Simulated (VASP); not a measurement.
The system is Sr3SiTe.

```
Sr Si Te
1.0
     4.73072    0.00000    0.00000
     0.00000    4.73072    0.00000
     0.00000    0.00000    5.98604
Sr Si Te
3 1 1
Direct
  0.50000 0.50000 0.10590
  0.00000 0.50000 0.50000
  0.50000 0.00000 0.50000
  0.50000 0.50000 0.66200
  0.00000 0.00000 0.00000
```

The cell was built by a generator and needn't be a form met in nature.

```yaml
Program: VASP 6.6.1
Task: relaxation of the atoms
Functional: PBEsol
Potentials_or_basis: VASP PAW PBE potentials, release 64 (Sr_sv, Si, Te)
Cutoff: 520 eV
k_mesh: 6 × 6 × 5
Occupations: methfessel-paxton, width 0.1 eV
Spin: no spin polarisation
```

At the start: pressure 16.8 GPa; volume 26.79 Å³/atom.

Problem. Where does the relaxation end?

Solution. Over 18 steps the energy falls by 137.0 meV/atom; space group P4mm (No. 99, to 0.05 Å).

Step by step:
```tsv
step	energy change (eV)	largest force (eV/Å)	pressure (GPa)
1	0.0000	1.6070	16.79
2	-0.2282	1.1229	16.13
3	-0.2796	1.1284	15.85
4	-0.4437	1.0225	15.60
5	-0.5650	0.8478	15.57
6	-0.5696	0.8397	15.54
7	-0.6385	0.6624	16.30
8	-0.6502	0.8181	16.81
9	-0.6845	0.1017	17.57
10	-0.6850	0.0248	17.49
11	-0.6850	0.0301	17.47
12	-0.6850	0.0181	17.45
13	-0.6850	0.0179	17.45
14	-0.6851	0.0109	17.46
15	-0.6851	0.0106	17.48
16	-0.6851	0.0104	17.48
17	-0.6851	0.0093	17.49
18	-0.6851	0.0029	17.49
```

Final structure:
```
Sr Si Te
1.0
     4.73072    0.00000    0.00000
     0.00000    4.73072    0.00000
     0.00000    0.00000    5.98604
Sr Si Te
3 1 1
Direct
  0.50000 0.50000 0.08574
  0.00000 0.50000 0.46625
  0.50000 0.00000 0.46625
  0.50000 0.50000 0.66590
  0.00000 0.00000 0.08376
```

Caveat: the PAW data sets were made with another functional, which shifts forces and pressure a little.
